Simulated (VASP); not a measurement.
# ZrSeBr2 (P-6m2) in VASP: equation of state

How stiff is ZrSeBr2 in PBE, and what volume does it want? The cell is scaled to several volumes.

Everything below comes from runs of VASP 6.6.1. Logs are shortened: lines on timing, memory, paths and dates and some standing lists are left out, and cuts for length are marked.

## Step 1: The structure

It takes space group P-6m2 (No. 187, hexagonal). Conventional cell: a = 3.405 Å, b = 3.405 Å, c = 11.490 Å, α = 90.00°, β = 90.00°, γ = 120.00°. Zr (site symmetry -6m2) is surrounded by 6 Br at 2.72 Å. Around Se (site symmetry -6m2) lie 6 Se at 3.40 Å and 2 Br at 3.86 Å. Br (site symmetry 3m) is surrounded by 3 Zr at 2.72 Å.

The cell was built by a generator and needn't be a form met in nature.

## Step 2: Equation of state, PBE, 27.11 Å³/atom (volume scaled by 0.94)

Contents of INCAR:

```
PREC = Accurate ; ENCUT = 520
EDIFF = 1E-7 ; ISMEAR = -1
SIGMA = 0.05 ; LREAL = F
LASPH = T ; NELM = 60
ALGO = Normal ; ISIF = 2
LWAVE = F ; LCHARG = F
GGA = PE ; NBANDS = 24
```

Contents of KPOINTS:

```
Automatic mesh
0
Gamma
  9 9 3
```

Contents of POSCAR:

```
ZrSeBr2
1.0
    3.3354123333      0.0000000000      0.0000000000
   -1.6677061666      2.8885447422      0.0000000000
    0.0000000000      0.0000000000     11.2558068360
Zr Se Br
1 1 2
Direct
    0.0000000000      0.0000000000      0.5000000000
    0.6666700000      0.3333300000      0.0000000000
    0.6666700000      0.3333300000      0.6640400000
    0.6666700000      0.3333300000      0.3359600000
```

Potentials or basis: VASP PAW PBE potentials, release 64 (Zr_sv, Se, Br).

Launch:

```
cat potpaw_PBE.64/Zr_sv/POTCAR potpaw_PBE.64/Se/POTCAR potpaw_PBE.64/Br/POTCAR > POTCAR
mpirun -np 1 vasp_std > vasp.out
```

OUTCAR:

```text
PREC = Accurate
   ENCUT = 520
   EDIFF = 1E-7
   ISMEAR = -1
   LREAL = F
   LASPH = T
   NELM = 60
   ISIF = 2
   GGA = PE

 Found     50 irreducible k-points:

 Following reciprocal coordinates:
            Coordinates               Weight
  0.000000  0.000000  0.000000      1.000000
  0.111111  0.000000  0.000000      4.000000
 -0.111111  0.111111  0.000000      2.000000
  0.222222  0.000000  0.000000      4.000000
 -0.222222  0.222222  0.000000      2.000000
  0.333333 -0.000000  0.000000      4.000000
   k-points           NKPTS =     50   k-points in BZ     NKDIM =     50   number of bands    NBANDS=     24
   number of dos      NEDOS =    301   number of ions     NIONS =      4
   total plane-waves  NPLWV =  65856
   dimension x,y,z NGX =    28 NGY =   28 NGZ =   84
   dimension x,y,z NGXF=    56 NGYF=   56 NGZF=  168
   ions per type =               1   1   2
   NGX,Y,Z   is equivalent  to a cutoff of  13.96, 13.96, 12.41 a.u.
   NGXF,Y,Z  is equivalent  to a cutoff of  27.91, 27.91, 24.81 a.u.
 SYSTEM =  unknown system
   PREC   = accura    normal or accurate (medium, high low for compatibility)
   ISTART =      0    job   : 0-new  1-cont  2-samecut
   ICHARG =      2    charge: 1-file 2-atom 10-const
   ISPIN  =      1    spin polarized calculation?
   LNONCOLLINEAR =      F non collinear calculations
   LSORBIT =      F    spin-orbit coupling
   LASPH  =      T    aspherical Exc in radial PAW
   ENCUT  =  520.0 eV  38.22 Ry    6.18 a.u.   6.20  6.20 20.93*2*pi/ulx,y,z
   NELM   =     60;   NELMIN=  2; NELMDL= -5     # of ELM steps
   EDIFF  = 0.1E-06   stopping-criterion for ELM
   LREAL  =      F    real-space projection
   EDIFFG = 0.1E-05   stopping-criterion for IOM
   NSW    =      0    number of steps for IOM
   IBRION =     -1    ionic relax: 0-MD 1-quasi-New 2-CG
   NFREE  =      0    steps in history (QN), initial steepest desc. (CG)
   ISIF   =      2    stress and relaxation
   ISYM   =      2    0-nonsym 1-usesym 2-fastsym
   POTIM  = 0.5000    time-step for ionic-motion
   TEBEG  =    0.0;   TEEND  =   0.0 temperature during run
   PSTRESS=    0.0 pullay stress
   NELECT =      32.0000    total number of electrons
   NUPDOWN=      -1.0000    fix difference up-down
   EMIN   =  10.00;   EMAX   =-10.00  energy-range for DOS
   EFERMI =   0.00;   METHOD = LEGACY
   ISMEAR =    -1;   SIGMA  =   0.05  broadening in eV -4-tet -1-fermi 0-gaus
   EFERMI_NEDOS =   21; number of points for ismear=-14 and -15
   IALGO  =     38    algorithm
   IMIX   =      4    mixing-type and parameters
     AMIX     =   0.40;   BMIX     =  1.00
     AMIX_MAG =   1.60;   BMIX_MAG =  1.00
  volume/ion in A,a.u.               =      27.11       182.95
  Fermi-wavevector in a.u.,A,eV,Ry     =   1.089908  2.059627 16.162345  1.187899
  Thomas-Fermi vector in A             =   2.226121
   LORBIT       =      0    0 simple, 1 ext, 2 COOP (PROOUT), +10 PAW based schemes
   GGA     = PE    functional components
   LHFCALC =     F    Hartree Fock is set to
   AEXX    =    0.0000 exact exchange contribution
   IVDW    =     0    specifies the selected vdW correction
   LEPSILON=     F    determine dielectric tensor
   LRPA    =     F    only Hartree local field effects (RPA)
 non-spin polarized calculation
  energy-cutoff  :      520.00
  volume of cell :      108.44
 maximum number of plane-waves:      2936
 NGX is ok and might be reduce to    28
   NGX = 13   NGY = 13   NGZ = 41

 number of electron      32.0000000 magnetization

 Free energy of the ion-electron system (eV)
  ---------------------------------------------------
  ext. energy  EPLUGINS =         0.00000000
  ---------------------------------------------------
  free energy    TOTEN  =       -17.80780415 eV

  energy without entropy =      -17.78023530  energy(sigma->0) =      -17.79401972

 E-fermi :   3.7524     XC(G=0):  -9.0524

 val. band max:        3.7341584280   @ k =  -0.2222  -0.4444   0.0000
 cond. band min:       3.7795793776   @ k =   0.3333   0.3333   0.3333
 fundamental gap:      0.0454209496
 Fermi energy:         3.7523560400

 k-point     1 :       0.0000    0.0000    0.0000
  band No.  band energies     occupation
      1     -45.2870      2.00000
      2     -23.6073      2.00000
      3     -23.0887      2.00000
      4     -23.0887      2.00000
      5     -13.4765      2.00000
      6     -12.8769      2.00000
[... 16 lines left out ...]
     23       9.8697      0.00000
     24       9.9429      0.00000

 k-point     2 :       0.1111    0.0000    0.0000
  band No.  band energies     occupation
      1     -45.2797      2.00000
      2     -23.5870      2.00000
      3     -23.1639      2.00000
      4     -23.1044      2.00000
      5     -13.3493      2.00000
      6     -12.8230      2.00000
[... 16 lines left out ...]
     23      10.3014      0.00000
     24      10.8282      0.00000

 k-point     3 :      -0.1111    0.1111    0.0000
  band No.  band energies     occupation
      1     -45.2797      2.00000
      2     -23.5870      2.00000
      3     -23.1640      2.00000
      4     -23.1044      2.00000
      5     -13.3493      2.00000
      6     -12.8230      2.00000
[... 16 lines left out ...]
     23      10.3014      0.00000
     24      10.8282      0.00000

 k-point     4 :       0.2222    0.0000    0.0000
  band No.  band energies     occupation
      1     -45.2609      2.00000
      2     -23.5352      2.00000
      3     -23.3494      2.00000
      4     -23.1439      2.00000
      5     -13.0131      2.00000
      6     -12.6792      2.00000
[... 16 lines left out ...]
     23      11.0699      0.00000
     24      11.2711      0.00000

 k-point     5 :      -0.2222    0.2222    0.0000
  band No.  band energies     occupation
      1     -45.2609      2.00000
      2     -23.5352      2.00000
      3     -23.3494      2.00000
      4     -23.1439      2.00000
      5     -13.0131      2.00000
      6     -12.6792      2.00000
[... 16 lines left out ...]
     23      11.0699      0.00000
     24      11.2711      0.00000

 k-point     6 :       0.3333   -0.0000    0.0000
  band No.  band energies     occupation
      1     -45.2395      2.00000
      2     -23.5520      2.00000
      3     -23.4756      2.00000
      4     -23.1884      2.00000
      5     -12.5977      2.00000
      6     -12.5004      2.00000
[... 16 lines left out ...]
     23      10.2805      0.00000
     24      10.8215      0.00000

 [... further k-points ...]
[... 5 lines left out ...]
  --------------------------------------------------------------------------------------
  -------------------------------------------------------------------------------------
  Total        2.7181194      2.7180213      2.5931530     -0.0000735      0.0000000      0.0000000
  in kB       40.1581644     40.1567146     38.3118801     -0.0010853      0.0000000      0.0000000
  external PRESSURE =      39.5422531 kB  Pullay stress =       0.0000000 kB

 VOLUME and BASIS-vectors are now :
 -----------------------------------------------------------------------------
  energy-cutoff  :      520.00
  volume of cell :      108.44
      direct lattice vectors                 reciprocal lattice vectors
     3.335412333  0.000000000  0.000000000     0.299813007  0.173097544  0.000000000
    -1.667706167  2.888544742  0.000000000     0.000000000  0.346195088  0.000000000
     0.000000000  0.000000000 11.255806836     0.000000000  0.000000000  0.088843031

 POSITION                                       TOTAL-FORCE (eV/Angst)
 -----------------------------------------------------------------------------------
      0.00000      0.00000      5.62790         0.000174     -0.000101      0.000000
      1.66772      0.96284      0.00000         0.000001     -0.000000      0.000000
      1.66772      0.96284      7.47431        -0.000087      0.000051      0.641847
      1.66772      0.96284      3.78150        -0.000087      0.000051     -0.641847
 -----------------------------------------------------------------------------------
    total drift:                                0.000016      0.000031      0.000000

  FREE ENERGIE OF THE ION-ELECTRON SYSTEM (eV)
  ---------------------------------------------------
  free  energy   TOTEN  =       -17.8078041512 eV

  energy  without entropy=      -17.7802352956  energy(sigma->0) =      -17.79401972
```

Wall time 2.3 min (1 thread of Intel Xeon Platinum 8375C at 2.90GHz (Ice Lake), shared host); peak memory 0.34 GiB.

What came out:

```
Free energy            : -17.8078 eV
Pressure               : 4.0 GPa
Largest force          : 0.642 eV/Å
Band gap on the k mesh : none (metal or under the smearing width)
```

Caveat: this functional lacks dispersion, which binds the layers, so the pressure and a relaxed spacing across them are unreliable.

## Step 3: Equation of state, PBE, 27.69 Å³/atom (volume scaled by 0.96)

Contents of INCAR:

```
PREC = Accurate
ENCUT = 520
EDIFF = 1E-7
ISMEAR = -1
SIGMA = 0.05
LREAL = F
LASPH = T
NELM = 80
ALGO = Normal
ISIF = 2
LWAVE = F
LCHARG = F
GGA = PE
NBANDS = 24
```

KPOINTS is that of step 2.

Contents of POSCAR:

```
ZrSeBr2
1.0
    3.3589019265      0.0000000000      0.0000000000
   -1.6794509632      2.9088872768      0.0000000000
    0.0000000000      0.0000000000     11.3350756930
Zr Se Br
1 1 2
Direct
    0.0000000000      0.0000000000      0.5000000000
    0.6666700000      0.3333300000      0.0000000000
    0.6666700000      0.3333300000      0.6640400000
    0.6666700000      0.3333300000      0.3359600000
```

Potentials or basis: VASP PAW PBE potentials, release 64 (Zr_sv, Se, Br).

Launch:

```
cat potpaw_PBE.64/Zr_sv/POTCAR potpaw_PBE.64/Se/POTCAR potpaw_PBE.64/Br/POTCAR > POTCAR
mpirun -np 1 vasp_std > vasp.out
```

It took 2.7 min on 1 thread of Intel Xeon Platinum 8375C at 2.90GHz (Ice Lake), shared host; peak memory 0.33 GiB.

The run converged. Its results:

```
Free energy            : -17.8546 eV
Pressure               : 2.5 GPa
Largest force          : 0.413 eV/Å
Band gap on the k mesh : none (metal or under the smearing width)
```

Caveat: this functional lacks dispersion, which binds the layers, so the pressure and a relaxed spacing across them are unreliable.

## Step 4: Equation of state, PBE, 28.26 Å³/atom (volume scaled by 0.98)

Contents of INCAR:

```
SYSTEM = ZrSeBr2
PREC = Accurate
ENCUT = 520
EDIFF = 1E-7
ISMEAR = -1
SIGMA = 0.05
LREAL = .FALSE.
LASPH = .TRUE.
NELM = 60
ALGO = Normal
ISIF = 2
LWAVE = .FALSE.
LCHARG = .FALSE.
GGA = PE
NBANDS = 24
```

Contents of KPOINTS:

```
Automatic mesh
0
G
  9 9 3
  0 0 0
```

Contents of POSCAR:

```
ZrSeBr2
1.0
    3.3820674994      0.0000000000      0.0000000000
   -1.6910337497      2.9289492023      0.0000000000
    0.0000000000      0.0000000000     11.4132510992
Zr Se Br
1 1 2
Direct
    0.0000000000      0.0000000000      0.5000000000
    0.6666700000      0.3333300000      0.0000000000
    0.6666700000      0.3333300000      0.6640400000
    0.6666700000      0.3333300000      0.3359600000
```

Launch:

```
cat potpaw_PBE.64/Zr_sv/POTCAR potpaw_PBE.64/Se/POTCAR potpaw_PBE.64/Br/POTCAR > POTCAR
mpirun -np 1 vasp_std > vasp.out
```

Run time: 2.7 min. Hardware: 1 thread of Intel Xeon Platinum 8375C at 2.90GHz (Ice Lake), shared host; peak memory 0.33 GiB.

Results (log left out):

```yaml
Free_energy: -17.8818 eV
Pressure: 1.2 GPa
Largest_force: 0.202 eV/Å
Band_gap_on_the_k_mesh: none (metal or under the smearing width)
```

Caveat: this functional lacks dispersion, which binds the layers, so the pressure and a relaxed spacing across them are unreliable.

## Step 5: Equation of state, PBE, 29.42 Å³/atom (volume scaled by 1.02)

Contents of INCAR:

```
ALGO = Normal
EDIFF = 1E-7
ENCUT = 520
GGA = PE
ISIF = 2
ISMEAR = -1
LASPH = T
LCHARG = F
LREAL = F
LWAVE = F
NBANDS = 24
NELM = 80
PREC = Accurate
SIGMA = 0.05
```

Contents of KPOINTS:

```
k-points
0
Gamma
  9 9 3
```

Contents of POSCAR:

```
ZrSeBr2
1.0
    3.4274697962      0.0000000000      0.0000000000
   -1.7137348981      2.9682686486      0.0000000000
    0.0000000000      0.0000000000     11.5664673832
Zr Se Br
1 1 2
Direct
    0.0000000000      0.0000000000      0.5000000000
    0.6666700000      0.3333300000      0.0000000000
    0.6666700000      0.3333300000      0.6640400000
    0.6666700000      0.3333300000      0.3359600000
```

Launch:

```
cat potpaw_PBE.64/Zr_sv/POTCAR potpaw_PBE.64/Se/POTCAR potpaw_PBE.64/Br/POTCAR > POTCAR
mpirun -np 1 vasp_std > vasp.out
```

Run time: 2.8 min. Hardware: 1 thread of Intel Xeon Platinum 8375C at 2.90GHz (Ice Lake), shared host; peak memory 0.34 GiB.

Results (log left out):

- Free energy: -17.8859 eV
- Pressure: -0.9 GPa
- Largest force: 0.171 eV/Å
- Band gap on the k mesh: none (metal or under the smearing width)

Caveat: this functional lacks dispersion, which binds the layers, so the pressure and a relaxed spacing across them are unreliable.

## Step 6: Equation of state, PBE, 30.00 Å³/atom (volume scaled by 1.04)

Contents of INCAR:

```
PREC     = Accurate       # precision mode
ENCUT    = 520            # plane-wave cutoff, eV
EDIFF    = 1E-7           # SCF threshold, eV
ISMEAR   = -1             # smearing method
SIGMA    = 0.05           # smearing width, eV
LREAL    = F              # projectors in reciprocal space
LASPH    = T              # aspherical terms in the spheres
NELM     = 80             # most SCF steps
ALGO     = Normal         # electronic algorithm
ISIF     = 2              # what is computed and relaxed
LWAVE    = F              # write WAVECAR
LCHARG   = F              # write CHGCAR
GGA      = PE             # functional
NBANDS   = 24             # bands
```

Contents of KPOINTS:

```
regular mesh
0
Gamma
  9 9 3
```

Contents of POSCAR:

```
ZrSeBr2
1.0
    3.4497267173      0.0000000000      0.0000000000
   -1.7248633586      2.9875436604      0.0000000000
    0.0000000000      0.0000000000     11.6415764189
Zr Se Br
1 1 2
Direct
    0.0000000000      0.0000000000      0.5000000000
    0.6666700000      0.3333300000      0.0000000000
    0.6666700000      0.3333300000      0.6640400000
    0.6666700000      0.3333300000      0.3359600000
```

Potentials or basis: VASP PAW PBE potentials, release 64 (Zr_sv, Se, Br).

Launch:

```
cat potpaw_PBE.64/Zr_sv/POTCAR potpaw_PBE.64/Se/POTCAR potpaw_PBE.64/Br/POTCAR > POTCAR
mpirun -np 1 vasp_std > vasp.out
```

Wall time 2.6 min (1 thread of Intel Xeon Platinum 8375C at 2.90GHz (Ice Lake), shared host); peak memory 0.34 GiB.

Results (log left out):

- Free energy: -17.8662 eV
- Pressure: -1.8 GPa
- Largest force: 0.336 eV/Å
- Band gap on the k mesh: none (metal or under the smearing width)

Caveat: this functional lacks dispersion, which binds the layers, so the pressure and a relaxed spacing across them are unreliable.

## Step 7: Equation of state, PBE, 30.57 Å³/atom (volume scaled by 1.06)

Contents of INCAR:

```
SYSTEM = ZrSeBr2
ALGO     = Normal         ! electronic algorithm
EDIFF    = 1E-7           ! SCF threshold, eV
ENCUT    = 520            ! plane-wave cutoff, eV
GGA      = PE             ! functional
ISIF     = 2              ! what is computed and relaxed
ISMEAR   = -1             ! smearing method
LASPH    = .True.         ! aspherical terms in the spheres
LCHARG   = .False.        ! write CHGCAR
LREAL    = .False.        ! projectors in reciprocal space
LWAVE    = .False.        ! write WAVECAR
NBANDS   = 24             ! bands
NELM     = 80             ! most SCF steps
PREC     = Accurate       ! precision mode
SIGMA    = 0.05           ! smearing width, eV
```

Contents of KPOINTS:

```
k-points
0
Gamma
  9 9 3
  0 0 0
```

Contents of POSCAR:

```
ZrSeBr2
1.0
    3.4717000913      0.0000000000      0.0000000000
   -1.7358500457      3.0065731140      0.0000000000
    0.0000000000      0.0000000000     11.7157285864
Zr Se Br
1 1 2
Direct
    0.0000000000      0.0000000000      0.5000000000
    0.6666700000      0.3333300000      0.0000000000
    0.6666700000      0.3333300000      0.6640400000
    0.6666700000      0.3333300000      0.3359600000
```

Launch:

```
cat potpaw_PBE.64/Zr_sv/POTCAR potpaw_PBE.64/Se/POTCAR potpaw_PBE.64/Br/POTCAR > POTCAR
mpirun -np 1 vasp_std > vasp.out
```

Wall time 2.8 min (1 thread of Intel Xeon Platinum 8375C at 2.90GHz (Ice Lake), shared host); peak memory 0.35 GiB.

Results (log left out):

```
Free energy            : -17.8341 eV
Pressure               : -2.6 GPa
Largest force          : 0.488 eV/Å
Band gap on the k mesh : none (metal or under the smearing width)
```

Caveat: this functional lacks dispersion, which binds the layers, so the pressure and a relaxed spacing across them are unreliable.

## Step 8: Equation of state, PBE

No new run: the results of the series are fitted here.

What came out:

```
Equilibrium volume                        : 28.91 Å³/atom
Bulk modulus at fixed shape and positions : 53 GPa
Pressure derivative of the bulk modulus   : 4.6
```

Energy against volume, from the lowest point:
```tsv
volume (Å³/atom)	energy (meV/atom)
27.111	20.96
27.688	9.28
28.265	2.46
28.841	0.00
29.418	1.44
29.995	6.35
30.572	14.38
```

Caveat: the cell was scaled at fixed shape and fractional positions, which overstates the stiffness of a crystal with free parameters, most of all of layers and chains; this functional lacks dispersion, which binds the layers, so the pressure and a relaxed spacing across them are unreliable.
